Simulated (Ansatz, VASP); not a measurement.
# MgSi in two plane-wave programs, part 2 of 2

One calculation is typed for both programs; each brings its own data sets. How far apart do they land? The cell is taken from a series of runs on this material, whose earlier steps may have relaxed, scaled, displaced or heated it; both programs get it as it stands.

VASP 6.6.1 and Ansatz 0.2.0.

So far: The structure; VASP: relaxation of cell and atoms, PBEsol, pair 1; Ansatz: relaxation of cell and atoms, PBEsol, pair 1; Differences.

## 5. VASP: relaxation of cell and atoms, PBEsol, pair 2

Level of this step: PBEsol; plane waves and PAW (Mg, Si) (VASP).

The relaxed volume is the usual yardstick between codes: in a stiff, nearly cubic crystal its relative difference is about their pressure difference at one cell divided by the bulk modulus. This pair takes another cell of the material, with 4 atoms against 2 for the pair before.

The input, INCAR:

```
SYSTEM = MgSi
PREC = Accurate
ENCUT = 600
EDIFF = 1E-07
NELM = 120
ISMEAR = 1
SIGMA = 0.15
LREAL = .FALSE.
ALGO = Normal
GGA = PS
NBANDS = 12
LORBIT = 11
LWAVE = .FALSE.
LCHARG = .FALSE.
ISIF = 3
IBRION = 2
NSW = 80
EDIFFG = -0.005
LASPH = .TRUE.
GGA_COMPAT = .FALSE.
NELMIN = 4
KPAR = 2
```

The input, POSCAR:

```
MgSi
1.0
    0.0000000000      2.9477550000      4.0107810000
    2.9071400000      0.0000000000      4.0107810000
    2.9071400000      2.9477550000      0.0000000000
Mg Si
2 2
Direct
    0.0000001471      0.4999999775      0.5000000225
    0.5000001471      0.9999999775      0.0000000225
    0.7280536885      0.2719463115      0.2719463115
    0.2719464835      0.7280535165      0.7280535165
```

The input, KPOINTS:

```
Automatic mesh
0
Gamma
10 10 10
0 0 0
```

PAW data sets: Mg and Si (PBE family, release 64).

Started as:

```sh
$ mpirun -np 2 vasp_std
```

Numbers of over 12 decimals in the logs are rounded to 6 here.

Output:

```text
[banner, memory and clock lines left out]
running    2 mpi-ranks, on    1 nodes
[...]
[... a notice as in an earlier step ...]

 LDA part: xc-table for (Slater+PW92), standard interpolation
 POSCAR, INCAR and KPOINTS ok, starting setup
[...]
entering main loop
       N       E                     dE             d eps       ncg     rms          rms(c)
DAV:   1     0.151200087295E+02    0.15120E+02   -0.48291E+03  4104   0.897E+02
DAV:   2    -0.137608392137E+02   -0.28881E+02   -0.27212E+02  5136   0.106E+02
DAV:   3    -0.149806854081E+02   -0.12198E+01   -0.11850E+01  5320   0.193E+01
DAV:   4    -0.149922831457E+02   -0.11598E-01   -0.11594E-01  4752   0.224E+00
[...]
DAV:  10    -0.147430696363E+02    0.25602E-05   -0.14453E-05  4796   0.211E-02    0.133E-02
DAV:  11    -0.147430674625E+02    0.21738E-05   -0.43303E-06  4740   0.106E-02    0.936E-03
DAV:  12    -0.147430674872E+02   -0.24656E-07   -0.40211E-07  4672   0.338E-03
   1 F= -.14743067E+02 E0= -.14743042E+02  d E =-.147431E+02
[... from here on, the cycles between the ionic steps are left out ...]
   2 F= -.14743097E+02 E0= -.14743069E+02  d E =-.297633E-04
   3 F= -.14743097E+02 E0= -.14743069E+02  d E =-.297723E-04
   4 F= -.14743101E+02 E0= -.14743070E+02  d E =-.340348E-05
[...]
trial-energy change:   -0.000003  1 .order   -0.000003   -0.000004   -0.000003
 step:   4.0083(harm=  5.1932)  dis= 0.00115  next Energy=   -14.743107 (dE=-0.984E-05)
 reached required accuracy - stopping structural energy minimisation
```

From OUTCAR (step 5):

```text
  Total        0.0016738     -0.0020071      0.0033397     -0.0000000      0.0000000      0.0000000
  in kB        0.0390702     -0.0468498      0.0779549     -0.0000000      0.0000000      0.0000000
  external PRESSURE =       0.0233918 kB  Pullay stress =       0.0000000 kB

 POSITION                                       TOTAL-FORCE (eV/Angst)
 -----------------------------------------------------------------------------------
      2.90599      1.47302      2.00442         0.000000     -0.000000      0.000000
      2.90599      1.47302      6.01325         0.000000      0.000000     -0.000000
      1.58011      2.94603      4.00883        -0.004868      0.000000      0.000000
      4.23186      2.94603      4.00883         0.004868      0.000000      0.000000
 -----------------------------------------------------------------------------------
    total drift:                                0.000055      0.000015      0.000027

  FREE ENERGIE OF THE ION-ELECTRON SYSTEM (eV)
  ---------------------------------------------------
  free  energy   TOTEN  =       -14.7431006629 eV

  energy  without entropy=      -14.7430082641  energy(sigma->0) =      -14.74306986

[... 1 part as in an earlier step ...]

[... 3 further parts left out ...]
[key lines of the parts left out:]
E-fermi :   6.2146
```

## 6. Ansatz: relaxation of cell and atoms, PBEsol, pair 2

The same cell, functional, mesh and smearing now go to Ansatz, which takes its cutoff from its data sets.

The cell is taken from a series of runs on this material, whose earlier steps may have relaxed, scaled, displaced or heated it; both programs get it as it stands.

The input, input.yaml:

```yaml
crystal:
  lattice:
    - [0.0, 2.9477553284, 4.010781109]
    - [2.9071395671, 0.0, 4.010781109]
    - [2.9071395671, 2.9477553284, 0.0]
  atoms:
    - { symbol: Mg, position: [0.0, 0.5, 0.5] }
    - { symbol: Mg, position: [0.5, 0.0, 0.0] }
    - { symbol: Si, position: [0.7280536447, 0.2719463553, 0.2719463553] }
    - { symbol: Si, position: [0.2719463553, 0.7280536447, 0.7280536447] }
kpoints:
  mp_grid: { grid: [10, 10, 10] }
hamiltonian:
  xc: pbesol
  pseudopotentials: { kind: nc }
scf:
  occupations: { method: methfessel_paxton, width: 0.15 }
output:
  forces: true
  stress: true
  eigenvalues: true
relax:
  adjacent_minimum: "off"
  f_tol: 0.001
  max_steps: 60
  cell: { stress_tol: 0.01 }
```

Started as:

```sh
$ ansatz run input.yaml --threads 4 --pin off --max-ram 7168MiB --backend cpu --events-out ev --progress --plain --runs-dir out
```

Output:

```text
[...]
Crystal: 4 atoms, lattice volume = 68.741 Å³
Basis set: ecut = 1142.878222 eV, 6007 PW (Γ), exchange–correlation on 120×120×96 points (8 copies of the dense FFT grid, shifted against one another)
Bands: 18, of which v1, the nominal top of the filled ones, is band 14 counted from 1 (13 counted from 0)
Symmetry: 8 space group operations
[...]
k-points: 171 of 1000
[...]
--- Relaxed structure (3 steps of the walk, 3 accepted, 1 SCFs on fresh bases) ---
[...]
cell:  # Å, volume = 68.7524 Å³
    - [0, 2.947721, 4.011679]
    - [2.907002, 0, 4.011679]
    - [2.907002, 2.947721, 0]
  atoms:
    - { symbol: Mg, position: [0.0, 0.5, 0.5] }
    - { symbol: Mg, position: [0.5, 0.0, 0.0] }
    - { symbol: Si, position: [0.728013, 0.271987, 0.271987] }
    - { symbol: Si, position: [0.271987, 0.728013, 0.728013] }
[key lines of the parts left out:]
SCF converged after 5 iterations
Free energy (F): -3457.644329 eV
Fermi energy:    8.413509 eV
P = ⅓ Tr σ = -0.0018 GPa (-0.018 kbar)
```

## 7. Differences

What differs besides the data sets and the points named for the pairs above, as far as they apply: the data sets hold 28 valence electrons in Ansatz (on norm-conserving files, of PseudoDojo where its log says so) and 12 in VASP. Total energies have different zeros and are not compared.

Compared:

```
                                         quantity  Ansatz   VASP  difference
                                      volume (Å³)   68.75  68.64     +0.16 %
edge a after relaxation, in the typed setting (Å)   4.978  4.975     +0.07 %
edge b after relaxation, in the typed setting (Å)   4.954  4.951     +0.06 %
edge c after relaxation, in the typed setting (Å)   4.140  4.138     +0.05 %
```

## 8. VASP: relaxation of cell and atoms, PBEsol, pair 3

The relaxed volume is the usual yardstick between codes: in a stiff, nearly cubic crystal its relative difference is about their pressure difference at one cell divided by the bulk modulus.

INCAR is that of step 5.

The input, POSCAR:

```
MgSi
1.0
   -2.9379160000     -2.9379160000      0.0000000000
   -2.9379160000      2.9379160000      0.0000000000
   -2.9379160000      0.0000000000     -3.9576590000
Mg Si
2 2
Direct
    0.0000000000      0.0000000000      0.0000000000
    0.5000000000      0.5000000000      0.0000000000
    0.2500000632      0.7692548683      0.4999998737
    0.7500002334      0.2307454283      0.4999998737
```

KPOINTS is that of step 5.

Started as:

```sh
$ mpirun -np 2 vasp_std
```

Output:

```text
[... set-up lines as in an earlier step ...]
 entering main loop
       N       E                     dE             d eps       ncg     rms          rms(c)
DAV:   1     0.171753935742E+02    0.17175E+02   -0.50082E+03  4104   0.894E+02
DAV:   2    -0.136505477760E+02   -0.30826E+02   -0.29260E+02  5128   0.113E+02
DAV:   3    -0.149549259645E+02   -0.13044E+01   -0.12867E+01  5348   0.200E+01
DAV:   4    -0.149673531505E+02   -0.12427E-01   -0.12413E-01  4716   0.230E+00
[...]
DAV:  10    -0.147390156133E+02    0.10395E-04   -0.36060E-05  4656   0.295E-02    0.975E-03
DAV:  11    -0.147390145765E+02    0.10367E-05   -0.45280E-06  4952   0.110E-02    0.535E-03
DAV:  12    -0.147390145879E+02   -0.11398E-07   -0.11894E-07  3104   0.224E-03
   1 F= -.14739015E+02 E0= -.14738885E+02  d E =-.147390E+02
[... from here on, the cycles between the ionic steps are left out ...]
   2 F= -.14739515E+02 E0= -.14739434E+02  d E =-.500741E-03
   3 F= -.14739859E+02 E0= -.14739963E+02  d E =-.844148E-03
   4 F= -.14740121E+02 E0= -.14740304E+02  d E =-.262360E-03
  12 F= -.14742152E+02 E0= -.14742225E+02  d E =-.261260E-03
  13 F= -.14742923E+02 E0= -.14743109E+02  d E =-.103200E-02
  14 F= -.14744187E+02 E0= -.14744496E+02  d E =-.229636E-02
  15 F= -.14743302E+02 E0= -.14743337E+02  d E =-.141077E-02
  16 F= -.14744536E+02 E0= -.14744786E+02  d E =-.264535E-02
  17 F= -.14744571E+02 E0= -.14744778E+02  d E =-.267967E-02
  18 F= -.14745124E+02 E0= -.14745258E+02  d E =-.553681E-03
  19 F= -.14745141E+02 E0= -.14745263E+02  d E =-.570705E-03
  20 F= -.14745323E+02 E0= -.14745424E+02  d E =-.181795E-03
  21 F= -.14745338E+02 E0= -.14745430E+02  d E =-.196151E-03
  22 F= -.14745338E+02 E0= -.14745430E+02  d E =-.196159E-03
  23 F= -.14745343E+02 E0= -.14745439E+02  d E =-.534845E-05
 trial-energy change:   -0.000005  1 .order   -0.000005   -0.000012    0.000002
 step:   1.1738(harm=  1.1424)  dis= 0.00007  next Energy=   -14.745343 (dE=-0.551E-05)
 reached required accuracy - stopping structural energy minimisation
```

OUTCAR, selected parts (step 8):

```text
  Total        0.0028558      0.0028558      0.0056589      0.0007134      0.0000000      0.0000000
  in kB        0.0663274      0.0663274      0.1314316      0.0165697      0.0000000      0.0000000
  external PRESSURE =       0.0880288 kB  Pullay stress =       0.0000000 kB

 POSITION                                       TOTAL-FORCE (eV/Angst)
 -----------------------------------------------------------------------------------
     -0.00000      0.00000      0.00000         0.000000     -0.000000      0.000000
     -2.93138      0.04315      0.00000        -0.000000      0.000000      0.000000
     -4.53113      1.64289     -2.00740         0.001167     -0.001167     -0.000000
     -4.26301     -1.51345     -2.00740        -0.001167      0.001167      0.000000
 -----------------------------------------------------------------------------------
    total drift:                                0.000059     -0.000003     -0.000071

  FREE ENERGIE OF THE ION-ELECTRON SYSTEM (eV)
  ---------------------------------------------------
  free  energy   TOTEN  =       -14.7453429105 eV

  energy  without entropy=      -14.7456321066  energy(sigma->0) =      -14.74543931

[... 2 parts as in an earlier step ...]

[... 2 further parts left out ...]
[key lines of the parts left out:]
E-fermi :   6.1691
```

## 9. Ansatz: relaxation of cell and atoms, PBEsol, pair 3

The same cell, functional, mesh and smearing now go to Ansatz, which takes its cutoff from its data sets.

The cell is taken from a series of runs on this material, whose earlier steps may have relaxed, scaled, displaced or heated it; both programs get it as it stands.

input.yaml, the sections that differ from step 6:

```yaml
crystal:
  lattice:
    - [-2.9379161965, -2.9379161965, 0.0]
    - [-2.9379161965, 2.9379161965, 0.0]
    - [-2.9379161965, 0.0, -3.9576587989]
  atoms:
    - { symbol: Mg, position: [1.0, 0.0, 0.0] }
    - { symbol: Mg, position: [0.5, 0.5, 0.0] }
    - { symbol: Si, position: [0.25, 0.7692546481, 0.5] }
    - { symbol: Si, position: [0.75, 0.2307453519, 0.5] }
relax:
  adjacent_minimum: "off"
  f_tol: 0.002
  max_steps: 120
  cell: { stress_tol: 0.03 }
# kpoints, hamiltonian, scf, output: as in step 6
```

Started as:

```sh
$ ansatz run input.yaml --threads 4 --pin off --max-ram 7168MiB --backend cpu --events-out ev --progress --plain --runs-dir out
```

Output:

```text
[...]
Crystal: 4 atoms, lattice volume = 68.320 Å³
Basis set: ecut = 1142.878222 eV, 6009 PW (Γ), exchange–correlation on 96×96×120 points (8 copies of the dense FFT grid, shifted against one another)
Bands: 18, of which v1, the nominal top of the filled ones, is band 14 counted from 1 (13 counted from 0)
Symmetry: 8 space group operations
[...]
k-points: 171 of 1000
[...]
--- Relaxed structure (8 steps of the walk, 8 accepted, 1 SCFs on fresh bases) ---
[...]
cell:  # Å, volume = 69.1145 Å³
    - [-2.888184, -2.888184, 0.0]
    - [-2.977619, 2.977619, 0.0]
    - [-2.932902, 0.044718, -4.018324]
  atoms:
    - { symbol: Mg, position: [1.0, 0, 0] }
    - { symbol: Mg, position: [0.5, 0.500000, 0] }
    - { symbol: Si, position: [0.250000, 0.788484, 0.500000] }
    - { symbol: Si, position: [0.75, 0.211516, 0.500000] }
[key lines of the parts left out:]
SCF converged after 5 iterations
Free energy (F): -3457.647008 eV
Fermi energy:    8.356592 eV
P = ⅓ Tr σ = 0.0097 GPa (0.097 kbar)
```

## 10. Comparison

What differs besides the data sets and the points named for the pairs above, as far as they apply: the data sets hold 28 valence electrons in Ansatz (on norm-conserving files, of PseudoDojo where its log says so) and 12 in VASP. Total energies have different zeros and are not compared.

Compared:

```
                                         quantity  Ansatz   VASP  difference
                                      volume (Å³)   69.11  68.98     +0.19 %
edge a after relaxation, in the typed setting (Å)   4.085  4.085     +0.00 %
edge b after relaxation, in the typed setting (Å)   4.211  4.207     +0.10 %
edge c after relaxation, in the typed setting (Å)   4.975  4.971     +0.07 %
```

## 11. Results

```yaml
difference_in_volume_relaxation_of_cell_and_atoms_pbesol_pair_1: 0.23 %
difference_in_volume_relaxation_of_cell_and_atoms_pbesol_pair_2: 0.16 %
difference_in_volume_relaxation_of_cell_and_atoms_pbesol_pair_3: 0.19 %
```

In words: The difference in volume is 0.23 % (relaxation of cell and atoms, PBEsol, pair 1), within the 1.2 % picked in this series as the mark of a large difference, as far as the stopping tolerances let one tell. The data sets hold unlike numbers of valence electrons (14 in Ansatz and 6 in VASP and 28 in Ansatz and 12 in VASP), so part of the differences comes from the potentials. 5 further runs of this series are not shown here. Such differences can come from data sets, numerical settings and the points named under the comparisons, not from the functional's error against experiment.

[Lines on the potential files, build, host, timing and source positions are cut from VASP's logs without a mark.]

[Logs are printed without paths, hosts, clocks, repeated set-up lines and the standing remarks that a program may print on its own settings, such as how far it seeks lower states.]

[Hosts, paths, dates, database ids (printed as entryN), source tags and the programs' standing remarks are cut or masked in the printed files.]
